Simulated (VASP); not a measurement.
All values below come from PBE GGA, VASP's PBE PAW potentials (set 64) (plane waves; VASP 6.6.1).

Input for VASP

**POSCAR**
```
MnO2
1.0
  4.3622393084   0.0000000000   0.0000000000
  0.0000000000   4.3622393084   0.0000000000
  0.0000000000   0.0000000000   2.8416247378
Mn O
2 4
Direct
  0.0000000000   0.0000000000   0.0000000000
  0.5000000000   0.5000000000   0.5000000000
  0.3032974531   0.3032974531   0.0000000000
  0.8032974531   0.1967025469   0.5000000000
  0.1967025469   0.8032974531   0.5000000000
  0.6967025469   0.6967025469   0.0000000000
```

**INCAR**
```
# general
SYSTEM =MnO2
PREC   =Accurate
ENCUT  =620
LREAL  =.FALSE.
LASPH  =.TRUE.

# electronic loop
EDIFF  =1E-6
NELM   =100
ALGO   =Normal
LMAXMIX=4

# smearing
ISMEAR =1
SIGMA  =0.1

# functional
GGA    =PE

# spin
ISPIN  =2
MAGMOM =2.5 -2.5 -0.0 2*0.0 -0.0

# ions
IBRION =2
NSW    =40
ISIF   =3
EDIFFG =-0.02
PSTRESS=200

# output
LWAVE  =.FALSE.
LCHARG =.FALSE.
LORBIT =10
```

### KPOINTS
```
Automatic mesh
0
Gamma
7 7 11
0 0 0
```

POTCAR, in this order: Mn_pv O (PBE.64 set). Program: vasp_std.

Output of the run:

OSZICAR:
```
       N       E                     dE             d eps       ncg     rms          rms(c)
DAV:   1     0.702361542131E+03    0.70236E+03   -0.31735E+04  7296   0.230E+03
DAV:   2     0.268736743861E+02   -0.67549E+03   -0.63666E+03  7740   0.617E+02
DAV:   3    -0.602487229187E+02   -0.87122E+02   -0.84946E+02  8982   0.206E+02
DAV:   4    -0.637180077190E+02   -0.34693E+01   -0.32433E+01  8480   0.361E+01
DAV:   5    -0.637815323818E+02   -0.63525E-01   -0.63412E-01  7432   0.557E+00    0.459E+01
DAV:   6    -0.582721820482E+02    0.55094E+01   -0.16933E+02  9068   0.121E+02    0.527E+01
DAV:   7    -0.502556067723E+02    0.80166E+01   -0.12354E+02  9250   0.124E+02    0.208E+01
DAV:   8    -0.481891429264E+02    0.20665E+01   -0.87550E+00  7596   0.298E+01    0.810E+00
DAV:   9    -0.478445721795E+02    0.34457E+00   -0.19299E+00  9638   0.143E+01    0.304E+00
DAV:  10    -0.478594518516E+02   -0.14880E-01   -0.19266E-01  7652   0.371E+00    0.165E+00
DAV:  11    -0.478557226153E+02    0.37292E-02   -0.22263E-02  7722   0.167E+00    0.430E-01
DAV:  12    -0.478555810081E+02    0.14161E-03   -0.38823E-03  8568   0.822E-01    0.190E-01
DAV:  13    -0.478555781051E+02    0.29030E-05   -0.27890E-04  8206   0.163E-01    0.735E-02
DAV:  14    -0.478555618986E+02    0.16207E-04   -0.72055E-05  8298   0.981E-02    0.281E-02
DAV:  15    -0.478555605438E+02    0.13548E-05   -0.53001E-05  8112   0.934E-02    0.193E-02
DAV:  16    -0.478555591858E+02    0.13581E-05   -0.10962E-05  7818   0.464E-02    0.649E-03
DAV:  17    -0.478555592457E+02   -0.59920E-07   -0.12915E-06  4608   0.158E-02
   1 F= -.41105538E+02 E0= -.41105669E+02  d E =-.411055E+02  mag=     0.0000
       N       E                     dE             d eps       ncg     rms          rms(c)
DAV:   1    -0.507379959312E+02   -0.28824E+01   -0.69958E+01  7200   0.101E+02    0.202E+01
DAV:   2    -0.484003199562E+02    0.23377E+01   -0.17293E+01  7440   0.548E+01    0.141E+01
DAV:   3    -0.475083483863E+02    0.89197E+00   -0.77497E+00  9070   0.351E+01    0.666E+00
DAV:   4    -0.472648840988E+02    0.24346E+00   -0.19280E+00  7224   0.152E+01    0.183E+00
DAV:   5    -0.472604676914E+02    0.44164E-02   -0.83815E-02  7290   0.234E+00    0.102E+00
DAV:   6    -0.472575222849E+02    0.29454E-02   -0.11269E-02  8052   0.105E+00    0.517E-01
DAV:   7    -0.472564471348E+02    0.10752E-02   -0.36096E-03  9232   0.748E-01    0.174E-01
DAV:   8    -0.472564347163E+02    0.12418E-04   -0.43677E-04  8154   0.259E-01    0.880E-02
DAV:   9    -0.472564323102E+02    0.24061E-05   -0.14762E-04  9028   0.117E-01    0.372E-02
DAV:  10    -0.472564343281E+02   -0.20178E-05   -0.31986E-05  7278   0.490E-02    0.119E-02
DAV:  11    -0.472564333241E+02    0.10039E-05   -0.17528E-06  3798   0.123E-02    0.509E-03
DAV:  12    -0.472564332632E+02    0.60968E-07   -0.10221E-06  3600   0.778E-03
   2 F= -.41033318E+02 E0= -.41033398E+02  d E =0.722205E-01  mag=    -0.0000
       N       E                     dE             d eps       ncg     rms          rms(c)
DAV:   1    -0.491162186645E+02   -0.18598E+01   -0.26428E+01  7200   0.642E+01    0.126E+01
DAV:   2    -0.492232674838E+02   -0.10705E+00   -0.16982E+01  8096   0.573E+01    0.139E+01
DAV:   3    -0.477468995628E+02    0.14764E+01   -0.37409E+00  8464   0.246E+01    0.326E+00
DAV:   4    -0.477518602582E+02   -0.49607E-02   -0.11660E+00  7356   0.825E+00    0.302E+00
DAV:   5    -0.477008366398E+02    0.51024E-01   -0.17482E-01  8114   0.572E+00    0.986E-01
DAV:   6    -0.476978743088E+02    0.29623E-02   -0.77715E-02  7632   0.208E+00    0.548E-01
DAV:   7    -0.476956147353E+02    0.22596E-02   -0.82227E-03  7970   0.104E+00    0.174E-01
DAV:   8    -0.476954801823E+02    0.13455E-03   -0.31023E-03  7446   0.365E-01    0.742E-02
DAV:   9    -0.476954716722E+02    0.85100E-05   -0.13415E-04  7682   0.124E-01    0.428E-02
DAV:  10    -0.476954685996E+02    0.30727E-05   -0.50317E-05  7338   0.482E-02    0.981E-03
DAV:  11    -0.476954692087E+02   -0.60916E-06   -0.15166E-06  4776   0.118E-02
   3 F= -.41160984E+02 E0= -.41161144E+02  d E =-.554453E-01  mag=    -0.0000
       N       E                     dE             d eps       ncg     rms          rms(c)
DAV:   1    -0.476914535593E+02    0.40150E-02   -0.46273E-03  7200   0.838E-01    0.163E-01
DAV:   2    -0.476913693245E+02    0.84235E-04   -0.18415E-03  7952   0.609E-01    0.158E-01
DAV:   3    -0.476912197283E+02    0.14960E-03   -0.59239E-04  8888   0.334E-01    0.424E-02
DAV:   4    -0.476912141164E+02    0.56120E-05   -0.12379E-04  7200   0.779E-02    0.198E-02
DAV:   5    -0.476912120407E+02    0.20756E-05   -0.50645E-06  7762   0.230E-02    0.920E-03
DAV:   6    -0.476912117408E+02    0.29994E-06   -0.36327E-06  5882   0.139E-02
   4 F= -.41160989E+02 E0= -.41161150E+02  d E =-.554511E-01  mag=     0.0000
       N       E                     dE             d eps       ncg     rms          rms(c)
DAV:   1    -0.476847253506E+02    0.64867E-02   -0.13060E+00  7200   0.824E+00    0.765E-01
DAV:   2    -0.476847105657E+02    0.14785E-04   -0.63349E-02  8196   0.288E+00    0.716E-01
DAV:   3    -0.476823524550E+02    0.23581E-02   -0.10183E-02  9490   0.143E+00    0.290E-01
DAV:   4    -0.476814975974E+02    0.85486E-03   -0.28819E-03  8128   0.458E-01    0.110E-01
DAV:   5    -0.476815046692E+02   -0.70718E-05   -0.46694E-04  7974   0.150E-01    0.646E-02
DAV:   6    -0.476814980936E+02    0.65756E-05   -0.44079E-05  7896   0.887E-02    0.298E-02
DAV:   7    -0.476814966334E+02    0.14602E-05   -0.53812E-06  8402   0.203E-02    0.141E-02
DAV:   8    -0.476814964963E+02    0.13710E-06   -0.10681E-06  4028   0.105E-02
   5 F= -.41162080E+02 E0= -.41162229E+02  d E =-.109026E-02  mag=     0.0000
       N       E                     dE             d eps       ncg     rms          rms(c)
DAV:   1    -0.476866459965E+02   -0.51494E-02   -0.18452E-01  7200   0.310E+00    0.289E-01
DAV:   2    -0.476866799379E+02   -0.33941E-04   -0.92406E-03  8186   0.111E+00    0.276E-01
DAV:   3    -0.476863195196E+02    0.36042E-03   -0.14701E-03  9366   0.546E-01    0.108E-01
DAV:   4    -0.476861986802E+02    0.12084E-03   -0.42358E-04  8080   0.167E-01    0.416E-02
DAV:   5    -0.476861990235E+02   -0.34331E-06   -0.65196E-05  7988   0.601E-02    0.247E-02
DAV:   6    -0.476861980825E+02    0.94103E-06   -0.73844E-06  6628   0.358E-02
   6 F= -.41162714E+02 E0= -.41162865E+02  d E =-.172401E-02  mag=     0.0000
```

File OUTCAR:
```
------------------------ aborting loop because EDIFF is reached ----------------------------------------
  FORCE on cell =-STRESS in cart. coord.  units (eV):
  Direction    XX          YY          ZZ          XY          YZ          ZX
  --------------------------------------------------------------------------------------
  Total        6.5633860      6.5633860      6.5560570     -0.0000000      0.0000000      0.0000000
  in kB      201.2233160    201.2233160    200.9986204     -0.0000000      0.0000000      0.0000000
  external PRESSURE =       1.1484175 kB  Pullay stress =     200.0000000 kB
  volume of cell :       52.26
      direct lattice vectors                 reciprocal lattice vectors
     4.309390740  0.000000000  0.000000000     0.232051364 -0.000000000  0.000000000
     0.000000000  4.309390740  0.000000000    -0.000000000  0.232051364  0.000000000
     0.000000000  0.000000000  2.814028416     0.000000000  0.000000000  0.355362439
 POSITION                                       TOTAL-FORCE (eV/Angst)
 -----------------------------------------------------------------------------------
      0.00000      4.30939      0.00000         0.000000      0.000000      0.000000
      2.15470      2.15470      1.40701         0.000000      0.000000      0.000000
      1.30408      1.30408      0.00000        -0.000899     -0.000899      0.000000
      3.45878      0.85062      1.40701        -0.000899      0.000899      0.000000
      0.85062      3.45878      1.40701         0.000899     -0.000899      0.000000
      3.00531      3.00531      0.00000         0.000899      0.000899      0.000000
 -----------------------------------------------------------------------------------
    total drift:                                0.000000      0.000000      0.000000
  FREE ENERGIE OF THE ION-ELECTRON SYSTEM (eV)
  ---------------------------------------------------
  free  energy   TOTEN  =       -47.6861980825 eV

  energy  without entropy=      -47.6866534123  energy(sigma->0) =      -47.68634986
  enthalpy is  TOTEN    =       -41.1627135024 eV   P V=        6.5234845801

 total charge

# of ion       s       p       d       tot
------------------------------------------
    1        0.381   6.524   4.991  11.896
    2        0.381   6.524   4.991  11.896
    3        1.568   3.497   0.000   5.065
    4        1.568   3.497   0.000   5.065
    5        1.568   3.497   0.000   5.065
    6        1.568   3.497   0.000   5.065
--------------------------------------------------
tot          7.034  27.036   9.982  44.053

 magnetization (x)

# of ion       s       p       d       tot
------------------------------------------
    1        0.012   0.020   2.383   2.415
    2       -0.012  -0.020  -2.383  -2.415
    3       -0.001  -0.044   0.000  -0.045
    4        0.001   0.044   0.000   0.045
    5        0.001   0.044   0.000   0.045
    6       -0.001  -0.044   0.000  -0.045
--------------------------------------------------
tot          0.000   0.000  -0.000  -0.000

 reached required accuracy - stopping structural energy minimisation
```
(Selected blocks of OUTCAR.)

File CONTCAR:
```
MnO2
   1.00000000000000
     4.3093907401042744    0.0000000000000000    0.0000000000000000
     0.0000000000000000    4.3093907401042744    0.0000000000000000
     0.0000000000000000    0.0000000000000000    2.8140284161353026
  Mn              O
     2     4
Direct
     0.0000000000000000    1.0000000000000000    0.0000000000000000
     0.5000000000000000    0.5000000000000000    0.5000000000000000
     0.3026134884713209    0.3026134884713209    0.0000000000000000
     0.8026134884713209    0.1973865115286792    0.5000000000000000
     0.1973865115286792    0.8026134884713209    0.5000000000000000
     0.6973865115286791    0.6973865115286791    0.0000000000000000
```

Energy and stress use the plane-wave basis of the starting cell.

The compound is MnO2 in the rutile structure. This run relaxes it under an external pressure of 20 GPa. Symmetry was kept, so distortions that lower it aren't found.
